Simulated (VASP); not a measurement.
**Mo: single point with PBE**

Mo:

```xyz
1
Lattice="-1.5734 1.5734 1.5734 1.5734 -1.5734 1.5734 1.5734 1.5734 -1.5734" Properties=species:S:1:pos:R:3 pbc="T T T"
Mo    0.0000    0.0000    0.0000
```

```json
{
  "Program": "VASP 6.6.1",
  "Task": "single point",
  "Functional": "PBE",
  "Potentials or basis": "VASP PAW PBE potentials, release 64 (Mo_sv)",
  "Cutoff": "520 eV",
  "k mesh": "24 × 24 × 24",
  "Occupations": "gaussian, width 0.1 eV",
  "Spin": "no spin polarisation",
  "Further INCAR settings": "ALGO = Normal; EDIFF = 1e-07"
}
```

| Quantity | Value |
| --- | --- |
| Pressure | 4.1 GPa |
| Band gap on the k mesh | none (metal or under the smearing width) |

Levels at points of the mesh, in eV from the Fermi level:
```csv
k point,band 5,band 6,band 7,band 8,band 9,band 10
"(0.00, 0.00, 0.00)",-7.30,-1.42,-1.42,-1.42,1.62,1.62
"(0.50, 0.00, 0.00)",-5.39,-3.47,1.59,1.65,2.28,4.72
"(0.50, 0.50, 0.50)",-5.51,-5.51,3.95,3.95,3.95,9.04
```

Wall time 24 s on 1 thread of AMD EPYC 9R45 (Zen 5), with other jobs on the host, peak memory 0.14 GiB.
